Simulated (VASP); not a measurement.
A run of VASP 6.6.1 is set up as follows.

Contents of INCAR:

```
SYSTEM = Hf2ZrGe3
ALGO = Fast
EDIFF = 1E-4
EDIFFG = -0.08
ENCUT = 520
GGA = PE
IBRION = 2
ISIF = 3
ISMEAR = 0
LASPH = .True.
LCHARG = .False.
LREAL = .False.
LWAVE = .False.
NELM = 60
NSW = 24
PREC = Normal
SIGMA = 0.15
```

The input KPOINTS:

```
k-points
0
Gamma
  4 4 5
  0 0 0
```

POSCAR

```
Hf2ZrGe3
1.0
    6.0176874800      0.0000000000      0.0000000000
   -3.0088437400      5.2114702300      0.0000000000
    0.0000000000      0.0000000000      3.4868206100
Zr Hf Ge
1 2 3
Direct
    0.0000000000      0.0000000000      0.5000000000
    0.6666666700      0.3333333300      0.5000000000
    0.3333333300      0.6666666700      0.5000000000
    0.0000000000      0.5000000000      0.0000000000
    0.5000000000      0.5000000000      0.0000000000
    0.5000000000      0.0000000000      0.0000000000
```

Potentials or basis: VASP PAW PBE potentials, release 64 (Zr_sv, Hf_pv, Ge_d).

Command:

```sh
$ cat potpaw_PBE.64/Zr_sv/POTCAR potpaw_PBE.64/Hf_pv/POTCAR potpaw_PBE.64/Ge_d/POTCAR > POTCAR
$ mpirun -np 1 vasp_std > vasp.out
```

Task: What does it give for the band gap on the k mesh?

Result: None (metal or under the smearing width).

Task: Predict the relaxed cell.

Result: a = 5.580 Å, b = 5.580 Å, c = 4.508 Å, α = 90.00°, β = 90.00°, γ = 120.00°.

Task: What does it give for the relaxed volume?

Result: 20.26 Å³/atom.

The path:
| step | energy change (eV) | largest force (eV/Å) | pressure (GPa) | volume (Å³) |
| --- | --- | --- | --- | --- |
| 1 | 0.0000 | 0.0000 | 28.60 | 109.35 |
| 2 | -0.1095 | 0.0000 | -15.67 | 168.24 |
| 3 | -2.2478 | 0.0000 | -3.29 | 134.61 |
| 4 | -2.2590 | 0.0000 | -2.40 | 133.74 |
| 5 | -2.6951 | 0.0000 | -2.23 | 130.24 |
| 6 | -3.3528 | 0.0000 | 2.75 | 117.82 |
| 7 | -3.3730 | 0.0000 | 1.29 | 120.73 |
| 8 | -3.3845 | 0.0000 | 2.24 | 119.32 |
| 9 | -3.3442 | 0.0000 | -3.14 | 124.86 |
| 10 | -3.4010 | 0.0000 | 0.57 | 121.23 |
| 11 | -3.4024 | 0.0000 | 0.01 | 121.53 |

Caveat: the k mesh is coarse (spacing up to 0.36 Å⁻¹), so the values aren't converged; the relaxation stopped at a loose force limit of 0.08 eV/Å, so its end isn't a converged minimum. Spin-orbit coupling is left out, which matters for the levels of Hf.
